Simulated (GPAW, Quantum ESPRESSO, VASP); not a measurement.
# AlRu (Pm-3m, 2 atoms in the cell) computed with different codes at matched settings

Self-consistent single point.

```
AlRu
1.0
    2.98250     0.00000     0.00000
    0.00000     2.98250     0.00000
    0.00000     0.00000     2.98250
Al Ru
1 1
Direct
  0.00000   0.00000   0.00000
  0.50000   0.50000   0.50000
```

Shared settings, as Quantum ESPRESSO writes them: occupations = smearing; smearing = gaussian; degauss = 0.0036749 Ry; K_POINTS = automatic 11 11 11 0 0 0. Potentials and cutoffs stand in the table.

```json
[
 {"code": "VASP", "model": "PBEsol, VASP's PBE PAW potentials (set 64)", "pressure (GPa)": "-1.66", "cutoff": "300 eV"},
 {"code": "GPAW", "model": "PBEsol, GPAW PAW datasets PBEsol (made by gpaw-setup)", "pressure (GPa)": "-0.59", "cutoff": "600 eV"},
 {"code": "Quantum ESPRESSO", "model": "PBEsol, SSSP 1.1.2 efficiency (PBE) pseudopotentials", "pressure (GPa)": "-1.58", "cutoff": "60 Ry"}
]
```

On VASP's run: spin polarisation is off.

The spread over the programs that give each value: pressure within 1.07 GPa.

VASP's run is marked for a possible Pulay error in its stress at this cutoff; no cutoff test was made.

The starting cell comes from a database of computed structures (which also holds hypothetical and non-ambient phases and stackings), without a prior relaxation at this level.

Left out of this page: Ansatz, ABINIT, CP2K, Elk, FLEUR and SIESTA (not drawn, or without a comparable value).
